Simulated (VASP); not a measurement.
## Formation energy of diamond and zinc-blende semiconductors: measurement against PBEsol

Computed values from VASP (plane waves, PAW); cells keep the symmetry of their structure type. The references are the elements' solids at the same level; no temperature or zero-point terms are added.

Here x stands for PBEsol ΔE_f and y for measured ΔE_f.

| solid | PBEsol ΔE_f (eV/atom) | measured ΔE_f (eV/atom) | cut-off (eV) | basis of the measured value |
|---|---|---|---|---|
| AlAs | -0.43 | ? | 520 | 298 K, as measured |
| CdTe | -0.38 | -0.52 | 400 | 298 K, as measured |
| GaAs | -0.32 | -0.37 | 400 | 298 K, as measured |
| InAs | -0.20 | -0.31 | 520 | 298 K, as measured |
| GaSb | -0.12 | -0.22 | 400 | 298 K, as measured |
| InSb | -0.08 | -0.16 | 400 | 298 K, as measured |

### Question
Using a straight line, estimate the missing y at x = -0.43 from the other rows, showing the fit.

### Answer
With u = x + 0.22, the rows have u = -0.16000, -0.10000, 0.02000, 0.10000, 0.14000. Means: u 0, y -0.316. About the means, the sum of products is 0.069600 and the sum of squares of u is 0.065600; the slope is their ratio. Least squares gives y = -0.316 + 1.061·u. Residuals (row less fit): -0.034, 0.052, -0.015, -0.010, 0.007; standard error 0.038 (degrees of freedom: 3). The slope is 1.06 with a standard error of 0.15. Before the fit, PBEsol less measured has mean 0.096, mean absolute 0.096 and median absolute 0.100 eV/atom over these 5 rows. At the withheld row, u = -0.21000, so y = -0.316 + 1.061 × (-0.21000) = -0.539 eV/atom. The measured value is -0.61 eV/atom, 0.071 eV/atom below the prediction (15.8 % of the range of y in the table). The row lies outside the fitted rows, so this is an extrapolation. From the scatter of the fitted rows alone, a prediction at this place has a standard error of 0.052 eV/atom, so the miss is 1.4 times that.

Plain PBEsol misses this row by 0.18 eV/atom. These measured values aren't marked as zero-point corrected, so thermal and zero-point effects can be part of a miss beside the level's own error; see the basis column. Spin-orbit coupling is left out, which can shift this property for CdTe, GaSb, InSb. The rows are a random draw of 6 from the 6 solids that have both values on this basis (room or unstated temperature), of 14 computed in this series. Not drawn: V to Ni and open 4f shells, rows kept for tests, unfit runs, cells that left their space group, values derived or compiled from fits, values whose temperature is given only as extrapolated, encyclopaedia, home-page and unnamed sources, sources from 2025 on, compounds of P, Br and Hg (other reference phases). Measured values as quoted by these papers, many of them computational: AlAs Yubo Zhang et al., npj Computational Materials (2018), doi:10.1038/s41524-018-0065-z; CdTe Brebrick, High temperature thermodynamic data for CdTe(c), J. Phase Equilib. Diffus. (2010); GaAs Yubo Zhang et al., npj Computational Materials (2018), doi:10.1038/s41524-018-0065-z; InAs Yubo Zhang et al., npj Computational Materials (2018), doi:10.1038/s41524-018-0065-z; GaSb Yubo Zhang et al., npj Computational Materials (2018), doi:10.1038/s41524-018-0065-z; InSb Yubo Zhang et al., npj Computational Materials (2018), doi:10.1038/s41524-018-0065-z.
